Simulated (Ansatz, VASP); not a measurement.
## AlIn: VASP beside Ansatz

Aim: how closely do two programs agree when they are given the same cell, functional and k mesh? The cell is invented: As first built, before any earlier steps moved the atoms (in the runner's words): it takes the Al structure with some of its atoms replaced by other elements, volume scaled by an estimate. It may not be a known or stable phase. The cell is taken from a series of VASP runs on this material, whose earlier steps may have relaxed, scaled or displaced it; both programs get it as it stands.

Program: Ansatz 0.2.0. Level of theory: plane waves, with VASP 6.6.1 beside it; relaxation of cell and atoms at PBE with D3(BJ). Results are calculated unless marked as measured.

### Step 1. The starting structure

Symmetry: R-3m, No. 166, trigonal system. Conventional cell: a = 3.140 Å, b = 3.140 Å, c = 14.883 Å, α = 90.00°, β = 90.00°, γ = 120.00°. Nearest to In lie 6 Al at 3.07 Å and 6 In at 3.14 Å. Nearest to Al lie 6 In at 3.07 Å and 6 Al at 3.14 Å. As first built, before any earlier steps moved the atoms (in the runner's words): sites of the Al structure (space group 225) filled with other elements, volume scaled by an estimate. Farther neighbours are not listed.

Coordinates:

```cif
data_structure
_symmetry_space_group_name_H-M 'P 1'
_symmetry_Int_Tables_number 1
_cell_length_a 5.2819
_cell_length_b 5.2819
_cell_length_c 5.2819
_cell_angle_alpha 34.584
_cell_angle_beta 34.584
_cell_angle_gamma 34.584
_cell_volume 42.36
loop_
_atom_site_label
_atom_site_type_symbol
_atom_site_fract_x
_atom_site_fract_y
_atom_site_fract_z
_atom_site_occupancy
In1 In 0.50000 0.50000 0.50000 1
Al2 Al 0.00000 0.00000 0.00000 1
```

### Step 2. Ansatz: relaxation of cell and atoms, PBE with D3(BJ)

Ansatz runs on its default PAW (the set named soft_2) files.

The relaxed volume is the usual yardstick between codes: its relative difference is about their pressure difference at one cell divided by the bulk modulus.

Contents of input.yaml:

```yaml
crystal:
  lattice:
    - [1.5700117919, 0.9064465109, 4.9610481881]
    - [-1.5700117919, 0.9064465109, 4.9610481881]
    - [0.0, -1.8128930218, 4.9610481881]
  atoms:
    - { symbol: In, position: [0.5, 0.5, 0.5] }
    - { symbol: Al, position: [0.0, 0.0, 0.0] }
hamiltonian:
  xc: pbe
  pseudopotentials: { kind: paw }
  dispersion: d3bj
kpoints:
  mp_grid: { grid: [7, 7, 7] }
scf:
  occupations: { method: methfessel_paxton, width: 0.2 }
relax:
  f_tol: 0.01
  max_steps: 60
  cell: { stress_tol: 0.05 }
output:
  forces: true
  stress: true
```

The run is started by

```console
> ansatz run input.yaml --threads 4 --pin off --max-ram 9216MiB --backend cpu --events-out ev --progress --plain --runs-dir out
```

Numbers of over 12 decimals in the logs are rounded to 6 here.

What it wrote:

```text
basis.fft_grid_basis auto: the FFT boxes are laid along the combinations [[1, 0, -1], [0, 1, -1], [0, 0, 1]] of the cell's own vectors, 3.140, 3.140 and 5.282 Å long. The dense box has 24×24×36 points. Along the cell's own vectors, as sized, it would have 36×36×36, 2.25 times as many. Of the 12 symmetry operations that the crystal satisfies within crystal.symmetry.tolerance (time reversal apart; of a slab, those that [...]
Engine: ansatz 0.2.0, aarch64-unknown-linux-gnu
Pseudopotentials: kind: paw
Pseudopotential: In, paw, valence charge 13, recommended cutoff 420 eV (normal), In.paw.azcp
Pseudopotential: Al, paw, valence charge 3, recommended cutoff 420 eV (normal), Al.paw.azcp
Functional definition: PBE
  parameter kappa = 0.804
  parameter beta = 0.066725
  exchange = pbe_x(kappa = kappa, mu = beta*pi^2/3)
  correlation = pbe_c(beta = beta)
Crystal: 2 atoms, lattice volume = 42.361 Å³
Basis set: ecut = 420 eV, 833 PW (Γ), FFT grids on a1−a3, a2−a3, a3, exchange–correlation on 48×48×72 points (8 copies of the dense FFT grid, shifted against one another)
Bands: 12, of which v1, the nominal top of the filled ones, is band 8 counted from 1 (7 counted from 0)
Symmetry: 12 space group operations
Space group: R-3m (ITA 166), of the structure as read, at distance tolerance 3.5e-5 Å
k-points: 44 of 343
Non-local potential: In, projectors of the file, l = 0: 2, l = 1: 2, l = 2: 2, l = 3: 2
Non-local potential: Al, projectors of the file, l = 0: 2, l = 1: 2, l = 2: 1
PAW form: soft (Blöchl's): semilocal exchange-correlation on the pseudo side does not see the compensation charge
PAW one-centre angular grid: In, 590 points (default); XC on 64 Gauss nodes
PAW one-centre angular grid: Al, 110 points (default); XC on 64 Gauss nodes
Initial density: superposition of atomic densities (neutral atoms: chi_scale 0, normalization atom), corrected by the library's trained network
Initial wavefunctions: pseudopotential atomic-orbital guess
Functional: x = pbe(κ = 0.804, μ = 0.219515), c = pbe(β = 0.066725)
SCF iter   1: F=—  HF=-6135.662162 eV  |F-HF|=—  |Δ(HF+E_count)|=         —  Δρ=1.54e-3  dr2=3.67e-3  ethr=1.77e-3  ⟨swp⟩=5.2  Hψ=3116  notcnv=0
preconditioner: auto → none  [metal: Δε(μ)=0.060 eV  Ē_g=14.801 eV  σ=0.200 eV  W_gap=0.25  n_scr=2 (ndim 8)  ℏωp=22.8 eV  f_vac=0.000  D(μ)=1.00/eV (n_scr^D=2)  sad-step TF]
SCF iter   2: F=—  HF=-6135.660890 eV  |F-HF|=—  |Δ(HF+E_count)|=   1.27e-3  S|Δr|=    0.00e0  Δρ=8.66e-4  dr2=1.14e-3  ethr=2.29e-5  ⟨swp⟩=2.4  Hψ=1145  notcnv=0
SCF iter   3: F=—  HF=-6135.660656 eV  |F-HF|=—  |Δ(HF+E_count)|=   2.34e-4  S|Δr|=    0.00e0  Δρ=5.98e-4  dr2=2.26e-4  ethr=7.14e-6  ⟨swp⟩=2.4  Hψ=757  notcnv=0
SCF iter   4: F=—  HF=-6135.660579 eV  |F-HF|=—  |Δ(HF+E_count)|=   7.66e-5  S|Δr|=    0.00e0  Δρ=1.31e-4  dr2=5.46e-6  ethr=1.41e-6  ⟨swp⟩=2.7  Hψ=831  notcnv=0
SCF iter   5: F=—  HF=-6135.660581 eV  |F-HF|=—  |Δ(HF+E_count)|=   1.69e-6  S|Δr|=    0.00e0  Δρ=1.46e-5  dr2=1.61e-7  ethr=3.41e-8  ⟨swp⟩=2.5  Hψ=832  notcnv=0
SCF iter   6: F=-6135.660581 eV  HF=-6135.660581 eV  |F-HF|=1.27e-8  |Δ(HF+E_count)|=   4.55e-8  S|Δr|=    0.00e0  Δρ=7.64e-6  dr2=1.41e-8  ethr=6.25e-10  ⟨swp⟩=4.5  Hψ=1577  notcnv=0
SCF 1 converged in 6 iterations: F = -6135.660581 eV  dr2 = 1.41e-8
  greatest PAW one-centre occupation: 0.981 electrons in one spin orbital (limit 2), on the In atom at site 0 (counted from 0), in its partial waves of l = 2
relax step   1: F+E_penalty+E_count = -6135.66058094 eV  Δ(F+E_penalty+E_count) = +0.000e0 eV  max|allowed force component| = 3.445e-29 eV/Å  Δτ_max = 0.0000 Å  P = +0.077 GPa  Ω = 42.361 Å³  (6 SCF iters, dr2 threshold 1.00e-7 eV, accepted)
[...]
relax step   2: F+E_penalty+E_count = -6135.66058233 eV  Δ(F+E_penalty+E_count) = -1.392e-6 eV  max|allowed force component| = 1.349e-28 eV/Å  Δτ_max = 0.0000 Å  P = -0.018 GPa  Ω = 42.434 Å³  energy of the carried Pulay correction = -2.120e-5 eV  (4 SCF iters, dr2 threshold 2.52e-8 eV, accepted)
[...]
relax step   3: F+E_penalty+E_count = -6135.66058870 eV  Δ(F+E_penalty+E_count) = -6.370e-6 eV  max|allowed force component| = 1.325e-28 eV/Å  Δτ_max = 0.0000 Å  P = -0.016 GPa  Ω = 42.434 Å³  energy of the carried Pulay correction = -2.063e-5 eV  (4 SCF iters, dr2 threshold 8.84e-9 eV, accepted)
[...]
relax step   4: F+E_penalty+E_count = -6135.66061637 eV  Δ(F+E_penalty+E_count) = -2.767e-5 eV  max|allowed force component| = 2.062e-28 eV/Å  Δτ_max = 0.0000 Å  P = -0.001 GPa  Ω = 42.426 Å³  energy of the carried Pulay correction = -1.599e-5 eV  (4 SCF iters, dr2 threshold 6.77e-9 eV, accepted)
[...]
relax step   5: F+E_penalty+E_count = -6135.66063258 eV  Δ(F+E_penalty+E_count) = -1.621e-5 eV  max|allowed force component| = 6.732e-29 eV/Å  Δτ_max = 0.0000 Å  P = -0.001 GPa  Ω = 42.426 Å³  stress off target by 1.62e-2 GPa  SCF on the basis re-selected at this cell (its energy is not comparable with the rows above)  (5 SCF iters)
basis re-selected at this cell: Δ(F+E_penalty+E_count) = -1.621e-5 eV, ΔP = +0.000 GPa vs the last step (what re-selecting the basis moved, of the pressure what is left beyond the Pulay correction that the steps carried, after the strain that the cell walked since its last selection, with what the two solves' SCF thresholds leave and, on support functions, any second-order correction that the steps lacked; it is no m [...]
SCF converged after 5 iterations
Stability not checked: this state was not tested for a lower state beside it, because cold or Methfessel-Paxton smearing, or corrected tetrahedra, fill the levels in a way that the test cannot read (fill_not_monotonic; see scf.lower_state_search)
Free energy (F): -6135.660633 eV
Harris-Foulkes:  -6135.660633 eV  (|F-HF|=0.00e0)
Internal energy: -6135.656634 eV  (E = F + TS)
E sigma→0 (E₀):  -6135.659633 eV
Entropy (-TS):   -0.003998 eV (-1.999 meV/atom)
Fermi energy:    9.503274 eV
--- Per-component energies (eV) ---
  E_band       = -18.134405
  E_kinetic    = 263.722739
  E_local      = -1344.094265  (includes V_loc(G=0)·N_el)
  E_nonlocal   = 376.943331
  E_hartree    = 558.845122
  E_xc         = -255.290779
  E_vxc        = -128.487394  (∫ρ·V_xc dr)
  E_paw        = -4620.183861  (= ΣΔE_a)
  E_vpaw       = -303.909128  (= ΣTr[D̂ρ^β])
  E_aug_tail   = 0.000024  (compensation charges beyond the density's cutoff)
  E_ewald      = -1114.927809
  E_disp       = -0.671135  (pairwise vdW)
  E_smearing   = -0.003998  (= −TS)
  E_closure    = 0.000000  (closes the sum)
  Σ components = -6135.660633   (vs F -6135.660633, Δ=0.00e0)
--- Forces (eV/Å), atoms counted from 1 ---
  atom   1  In    -0.00000000     0.00000000    -0.00000000
  atom   2  Al    -0.00000000     0.00000000     0.00000000
  max |Σ_I F_I| component: 1.35e-28 eV/Å
--- Stress (GPa, compression-positive) ---
        0.006518      -0.000000      -0.000000
       -0.000000       0.006518       0.000000
       -0.000000       0.000000      -0.016166
  P = ⅓ Tr σ = -0.0010 GPa (-0.010 kbar)
--- Relaxed structure (4 steps of the walk, 4 accepted, 1 SCFs on fresh bases) ---
  F+E_penalty+E_count = -6135.66063258 eV   max|allowed force component| = 6.732e-29 eV/Å   (the final SCF, on the basis selected at the relaxed cell)
  cell:  # Å, volume = 42.4264 Å³
    - [1.573438, 0.908425, 4.947050]
    - [-1.573438, 0.908425, 4.947050]
    - [0, -1.816850, 4.947050]
  atoms:
    - { symbol: In, position: [0.500000, 0.500000, 0.500000] }
    - { symbol: Al, position: [0, 0, 0] }
```

It took 1.8 s on 4 threads of Arm Neoverse V2, shared host; peak memory 0.33 GiB.

### Step 3. VASP: relaxation of cell and atoms, PBE with D3(BJ)

The same cell, functional, mesh and smearing now go to VASP, with its own data sets and cutoff.

Lines of VASP's logs that name or quote its potential files are left out, and so is its time.

Contents of INCAR:

```
SYSTEM = AlIn
PREC = Accurate
ENCUT = 400
EDIFF = 1E-06
NELM = 100
ISMEAR = 1
SIGMA = 0.2
LREAL = .FALSE.
ALGO = Normal
GGA = PE
IVDW = 12
NBANDS = 14
LORBIT = 11
LWAVE = .FALSE.
LCHARG = .FALSE.
IBRION = 2
NSW = 60
ISIF = 3
EDIFFG = -0.01
```

Contents of POSCAR:

```
AlIn
1.0
    1.5700117919      0.9064465109      4.9610481881
   -1.5700117919      0.9064465109      4.9610481881
    0.0000000000     -1.8128930218      4.9610481881
In Al
1 1
Direct
    0.5000000000      0.5000000000      0.5000000000
    0.0000000000      0.0000000000      0.0000000000
```

Contents of KPOINTS:

```
Automatic mesh
0
Gamma
7 7 7
0 0 0
```

The projector-augmented-wave data sets are In_d and Al (PBE family, release 64).

The run is started by

```console
> mpirun -np 1 vasp_std
```

What it wrote:

```text
[banner, memory and clock lines left out]
running    1 mpi-ranks, on    1 nodes
 distrk:  each k-point on    1 cores,    1 groups
 distr:  one band on    1 cores,    1 groups

 POSCAR found type information on POSCAR InAl
 POSCAR found :  2 types and       2 ions
 LDA part: xc-table for (Slater+PW92), standard interpolation
 POSCAR, INCAR and KPOINTS ok, starting setup
 FFT: planning ... GRIDC
 FFT: planning ... GRID_SOFT
 FFT: planning ... GRID
 WAVECAR not read
 entering main loop
       N       E                     dE             d eps       ncg     rms          rms(c)
DAV:   1     0.815767343957E+02    0.81577E+02   -0.63701E+03  1256   0.110E+03
DAV:   2    -0.198249970411E+01   -0.83559E+02   -0.79921E+02  1316   0.265E+02
DAV:   3    -0.592570851546E+01   -0.39432E+01   -0.39185E+01  1676   0.598E+01
DAV:   4    -0.602172199273E+01   -0.96013E-01   -0.95992E-01  1504   0.934E+00
DAV:   5    -0.602636981458E+01   -0.46478E-02   -0.46478E-02  1786   0.177E+00    0.363E+00
DAV:   6    -0.596179700481E+01    0.64573E-01   -0.10208E-01  1544   0.616E+00    0.189E+00
DAV:   7    -0.594745999200E+01    0.14337E-01   -0.24074E-02  1732   0.244E+00    0.359E-01
DAV:   8    -0.594591644840E+01    0.15435E-02   -0.14827E-03  1532   0.500E-01    0.148E-01
DAV:   9    -0.594572194410E+01    0.19450E-03   -0.20622E-04  1334   0.134E-01    0.369E-02
DAV:  10    -0.594572234716E+01   -0.40306E-06   -0.12376E-05  1708   0.310E-02    0.146E-02
DAV:  11    -0.594572247066E+01   -0.12350E-06   -0.95114E-07   938   0.134E-02
   1 F= -.66177042E+01 E0= -.66165133E+01  d E =-.661770E+01
 curvature:   0.00 expect dE= 0.000E+00 dE for cont linesearch  0.000E+00
 trial: gam= 0.00000 g(F)=  0.156E-57 g(S)=  0.180E-04 ort = 0.000E+00 (trialstep = 0.100E+01)
 search vector abs. value=  0.180E-04
 reached required accuracy - stopping structural energy minimisation
```

From OUTCAR (step 3):

```text
ion  position               nearest neighbor table
   1  0.500  0.500  0.500-   2 3.07   2 3.07   2 3.07   2 3.07   2 3.07   2 3.07
   2  0.000  0.000  0.000-   1 3.07   1 3.07   1 3.07   1 3.07   1 3.07   1 3.07

  LATTYP: Found a trigonal (rhomboedric) cell.
 ALAT       =     5.2819107744
 COS(alpha) =     0.8232930206

 Subroutine GETGRP returns: Found 12 space group operations
 (whereof 12 operations were pure point group operations)

The static configuration has the point symmetry D_3d.

 Found     44 irreducible k-points:

   k-points           NKPTS =     44   k-points in BZ     NKDIM =     44   number of bands    NBANDS=     14

   dimension x,y,z NGX =    36 NGY =   36 NGZ =   36
   dimension x,y,z NGXF=    72 NGYF=   72 NGZF=   72

   ENCUT  =  400.0 eV  29.40 Ry    5.42 a.u.   8.61  8.61  8.61*2*pi/ulx,y,z

   NELECT =      16.0000    total number of electrons

 k-points in reciprocal lattice and weights: Automatic mesh
   0.00000000  0.00000000  0.00000000       0.003
   0.14285714 -0.00000000  0.00000000       0.017
   0.28571429 -0.00000000  0.00000000       0.017
   0.42857143 -0.00000000  0.00000000       0.017
   0.14285714  0.14285714  0.00000000       0.017
   0.28571429  0.14285714  0.00000000       0.035
   0.42857143  0.14285714 -0.00000000       0.035
  -0.42857143  0.14285714 -0.00000000       0.035
  -0.28571429  0.14285714 -0.00000000       0.035
[...]
0.42857143  0.42857143  0.42857143       0.006
  -0.42857143  0.42857143  0.42857143       0.017

 average (electrostatic) potential at core
       1 -93.4926       2 -73.0512

 E-fermi :   7.8571

 k-point     1 :       0.0000    0.0000    0.0000
  band No.  band energies     occupation
    ...
      4      -6.5586      2.00000
      5      -6.5586      2.00000
      6      -2.4648      2.00000
      7       4.0362      2.00000
      8       4.0893      2.00000
      9      16.6590      0.00000
     10      16.6590      0.00000
     11      18.7136      0.00000
     12      18.7136      0.00000
     13      19.3133      0.00000
    ...

 k-point     2 :       0.1429   -0.0000    0.0000
  band No.  band energies     occupation
    ...
      4      -6.6233      2.00000
      5      -6.5714      2.00000
      6      -2.0164      2.00000
      7       3.8989      2.00000
      8       5.1044      2.00000
      9      13.1794      0.00000
     10      15.4106      0.00000
     11      15.9978      0.00000
     12      17.1167      0.00000
     13      17.5338      0.00000
    ...

 k-point     3 :       0.2857   -0.0000    0.0000
  band No.  band energies     occupation
    ...
      4      -6.6027      2.00000
      5      -6.5768      2.00000
      6      -0.6497      2.00000
      7       4.6001      2.00000
      8       6.9614      2.00000
      9       8.8115     -0.00000
     10      11.9765      0.00000
     11      14.1810      0.00000
     12      15.3510      0.00000
     13      15.6556      0.00000
    ...

 Edisp (eV)   -0.67198

  Total       0.01920     0.01920    -0.00276     0.00000     0.00000    -0.00000
  in kB       0.72599     0.72599    -0.10456     0.00000     0.00000    -0.00000
  external pressure =        0.45 kB  Pullay stress =        0.00 kB

  energy-cutoff  :      400.00
  volume of cell :       42.36
      direct lattice vectors                 reciprocal lattice vectors
     1.570011792  0.906446511  4.961048188     0.318468946  0.183868176  0.067190102
    -1.570011792  0.906446511  4.961048188    -0.318468946  0.183868176  0.067190102
     0.000000000 -1.812893022  4.961048188     0.000000000 -0.367736352  0.067190102

 POSITION                                       TOTAL-FORCE (eV/Angst)
 -----------------------------------------------------------------------------------
      0.00000      0.00000      7.44157         0.000000      0.000000     -0.000000
      0.00000      0.00000      0.00000        -0.000000     -0.000000      0.000000
 -----------------------------------------------------------------------------------
    total drift:                                0.000000     -0.000000      0.000000

  FREE ENERGIE OF THE ION-ELECTRON SYSTEM (eV)
  ---------------------------------------------------
  free  energy   TOTEN  =        -6.6177041559 eV

  energy  without entropy=       -6.6141316721  energy(sigma->0) =       -6.61651333

 reached required accuracy - stopping structural energy minimisation

 total charge
# of ion       s       p       d       tot
------------------------------------------
    1        0.955   0.630   9.868  11.453
    2        0.479   0.259   0.000   0.737
--------------------------------------------------
tot          1.434   0.888   9.868  12.191

[... 3 further parts left out ...]
```

Dispersion corrections of this kind ignore metallic screening and tend to overbind metals.

### Step 4. Side by side

Known differences besides the potentials themselves: both relaxations stop at a tolerance, which leaves soft axes loose, and VASP keeps its plane-wave basis; the cutoff is 420 eV in Ansatz and 400 eV in VASP; VASP leaves aspherical gradient terms in its spheres out (LASPH is not set), Ansatz keeps them; Ansatz adds a Pulay correction to the stress that steers its cell, VASP none. Total energies have different zeros and are not compared.

The two programs side by side:

| quantity | Ansatz | VASP | difference |
| --- | --- | --- | --- |
| volume (Å³) | 42.43 | 42.36 | +0.15 % |
| edge a after relaxation, in the typed setting (Å) | 5.270 | 5.282 | -0.22 % |

The walks stopped with 0.00 GPa left in Ansatz and 0.04 GPa in VASP; each walk ends within a tolerance, so the volume difference is uncertain by about these residues over the bulk modulus, most in soft cells.

### Step 5. Outcome

```yaml
difference_in_edge_a_after_relaxation_in_the_typed_setting_relaxation_of_cell_and_atoms_pbe_with_d3_bj: -0.22 %
```

The difference in edge a after relaxation, in the typed setting is -0.22 % (relaxation of cell and atoms, PBE with D3(BJ)), within the 1.2 % picked in this series as the mark of a large difference, as far as the stopping tolerances let one tell. How closely two codes agree says nothing of how well the functional describes the real material.

[Lines on the potential files, build, host, timing and source positions are cut from VASP's logs without a mark.]

[Logs are printed without paths, hosts, clocks, repeated set-up lines and the standing remarks that a program may print on its own settings, such as how far it seeks lower states.]

[Hosts, paths, dates, database ids (printed as entryN), source tags and the programs' standing remarks are cut or masked in the printed files.]
